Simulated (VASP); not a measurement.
A convergence study with VASP on Ni (fcc): one setting is varied, all else stays as given below, so the limit is that of these other settings. Each run relaxes cell and ions from the cell shown.

```yaml
crystal:
  lattice:
    - [0.00000, 1.76000, 1.76000]
    - [1.76000, 0.00000, 1.76000]
    - [1.76000, 1.76000, 0.00000]
  atoms:
    - { symbol: Ni, position: [0.00000, 0.00000, 0.00000], spin: 0.8 }
```

The numbers are results of PBE GGA, VASP's PBE PAW potentials (set 64) (plane waves; VASP), not measurements. The tightest run used: 550 eV cut-off, 23×23×23 Γ-centred mesh, first-order Methfessel-Paxton smearing of 0.10 eV, potentials Ni.

The settings run are 2×2×2 mesh; 3×3×3 mesh; 4×4×4 mesh; 5×5×5 mesh; 6×6×6 mesh; 7×7×7 mesh; 8×8×8 mesh; 9×9×9 mesh; 10×10×10 mesh; 11×11×11 mesh; 13×13×13 mesh; 14×14×14 mesh; 16×16×16 mesh; 17×17×17 mesh; 18×18×18 mesh; 19×19×19 mesh; 20×20×20 mesh; 21×21×21 mesh; 22×22×22 mesh; 23×23×23 mesh. From which on does the relaxed volume stay within 0.1 Å³/atom of the tightest run?

From 6×6×6 mesh on: it is off by 0.043 there and by no more than 0.1 in any finer run, while 5×5×5 mesh is off by 0.224.
```
setting        relaxed volume (Å³/atom)  E (eV/atom)  moment (μB)  irreducible k-points  difference judged (Å³/atom)
-------------  ------------------------  -----------  -----------  --------------------  ---------------------------
2×2×2 mesh                       12.516      -3.3342       -1.226                     3                        1.643
3×3×3 mesh                       11.291      -5.3464        1.111                     4                        0.418
4×4×4 mesh                       10.706      -5.5427        0.594                     8                        0.167
5×5×5 mesh                       11.097      -5.4005        0.944                    10                        0.224
6×6×6 mesh                       10.830      -5.4938        0.640                    16                        0.043
7×7×7 mesh                       10.826      -5.4613        0.424                    20                        0.047
8×8×8 mesh                       10.895      -5.4689        0.699                    29                        0.022
9×9×9 mesh                       10.832      -5.4760        0.501                    35                        0.041
10×10×10 mesh                    10.911      -5.4725        0.728                    47                        0.038
11×11×11 mesh                    10.856      -5.4713        0.573                    56                        0.017
13×13×13 mesh                    10.875      -5.4733        0.626                    84                        0.002
14×14×14 mesh                    10.866      -5.4665        0.584                   104                        0.007
16×16×16 mesh                    10.865      -5.4707        0.594                   145                        0.008
17×17×17 mesh                    10.894      -5.4696        0.664                   165                        0.021
18×18×18 mesh                    10.872      -5.4719        0.616                   195                        0.000
19×19×19 mesh                    10.891      -5.4690        0.654                   220                        0.018
20×20×20 mesh                    10.880      -5.4706        0.630                   256                        0.007
21×21×21 mesh                    10.873      -5.4698        0.608                   286                        0.000
22×22×22 mesh                    10.885      -5.4707        0.646                   328                        0.012
23×23×23 mesh                    10.873      -5.4702        0.613                   364                        0.000
```

Left out are rungs that failed or repeat a setting and relaxations that didn't move; long series are thinned to 24 rows.

The compound is Ni in the fcc structure. The spin order is the one that the start imposed; others were not tried in this run.
